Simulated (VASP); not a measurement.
Consider the following.

```yaml
crystal:
  lattice:
    - [0.00000, 2.74590, 2.74590]
    - [2.74590, 0.00000, 2.74590]
    - [2.74590, 2.74590, 0.00000]
  atoms:
    - { symbol: K, position: [0.00000, 0.00000, 0.00000] }
    - { symbol: F, position: [0.50000, 0.50000, 0.50000] }
```

The numbers are results of PBE GGA with D4 dispersion, VASP's PBE PAW potentials (set 64) (plane waves; VASP), not measurements. Settings: 520 eV cut-off, 9×9×9 Γ-centred mesh, Gaussian smearing of 0.050 eV, potentials K_sv F.

Q: The job: KF (rock salt), 2 atoms, PBE-D4, static run, 520 eV, 9×9×9 Γ-centred mesh. Roughly how much core time does it take on a busy server core?

A: About 30 core-seconds (one run on a shared machine, a rough figure). It had 35 irreducible k-points, 12 bands, up to 1139 plane waves and 14 electronic steps.

The compound is KF in the rock salt structure. This cell is one point of a volume scan, at 1.06 of the reference volume.
